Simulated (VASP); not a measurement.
The system is Mg3CdSe2O2.

```
Mg Cd Se O
1.0
     4.61393    0.00000    0.00000
    -2.30696    3.99578    0.00000
     0.00000    0.00000    8.52074
Mg Cd Se O
3 1 2 2
Direct
  0.33333 0.66667 0.50000
  0.66667 0.33333 0.50000
  0.00000 0.00000 0.50000
  0.00000 0.00000 0.00000
  0.33333 0.66667 0.00000
  0.66667 0.33333 0.00000
  0.00000 0.00000 0.32088
  0.00000 0.00000 0.67912
```

The cell was built by a generator and needn't be a form met in nature.

| Property | Result |
| --- | --- |
| Program | VASP 6.6.1 |
| Task | relaxation of cell and atoms |
| Functional | PBE |
| Potentials or basis | VASP PAW PBE potentials, release 64 (Mg, Cd, Se, O) |
| Cutoff | 520 eV |
| k mesh | 4 × 4 × 2 |
| Occupations | gaussian, width 0.15 eV |
| Spin | no spin polarisation |

At the start: pressure 23.9 GPa; volume 19.64 Å³/atom.

Problem. How do energy, volume and symmetry change on relaxing?

Solution. Over 19 steps the energy falls by 689.6 meV/atom and the volume is 22.76 Å³/atom (+15.9 %); space group P6/mmm (No. 191, to 0.05 Å).

Step by step:
```
step  energy change (eV)  largest force (eV/Å)  pressure (GPa)  volume (Å³)
   1              0.0000               12.2213           23.95       157.09
   2             -0.7668                1.2621           -5.65       233.34
   3             -1.8046                1.8463           -4.27       216.96
   4             -2.5734                2.0313           -2.95       204.71
   5             -3.5337                0.6878            3.83       179.89
   6             -4.4817                0.3220           -1.97       197.54
   7             -4.5310                0.7398           -3.08       203.76
   8             -4.8898                1.8043           -1.97       194.47
   9             -4.3751                4.4118           10.42       166.50
  10             -5.0289                3.1000            0.00       187.24
  11             -5.0713                4.1670            2.88       178.64
  12             -5.1343                3.8016            3.44       177.15
  13             -5.1758                2.5338            4.99       173.30
  14             -5.1840                2.9703            4.48       174.41
  15             -5.2727                2.4697            3.85       175.43
  16             -5.4501                1.1695            1.96       178.50
  17             -5.4896                0.6415           -0.69       184.70
  18             -5.5160                0.1184            0.04       182.50
  19             -5.5165                0.0039            0.29       182.08
```

Final structure:
```cif
data_structure
_symmetry_space_group_name_H-M 'P 1'
_symmetry_Int_Tables_number 1
_cell_length_a 5.2494
_cell_length_b 5.2494
_cell_length_c 7.6297
_cell_angle_alpha 90.000
_cell_angle_beta 90.000
_cell_angle_gamma 120.000
_cell_volume 182.08
loop_
_atom_site_label
_atom_site_type_symbol
_atom_site_fract_x
_atom_site_fract_y
_atom_site_fract_z
_atom_site_occupancy
Mg1 Mg 0.33333 0.66667 0.50000 1
Mg2 Mg 0.66667 0.33333 0.50000 1
Mg3 Mg 0.00000 0.00000 0.50000 1
Cd1 Cd 0.00000 0.00000 0.00000 1
Se1 Se 0.33333 0.66667 0.00000 1
Se2 Se 0.66667 0.33333 0.00000 1
O1 O 0.00000 0.00000 0.26600 1
O2 O 0.00000 0.00000 0.73400 1
```

Caveat: the k mesh is coarse (spacing up to 0.39 Å⁻¹), so the values aren't converged; the volume moved by over 15 % at a fixed basis, so the end points are rough.
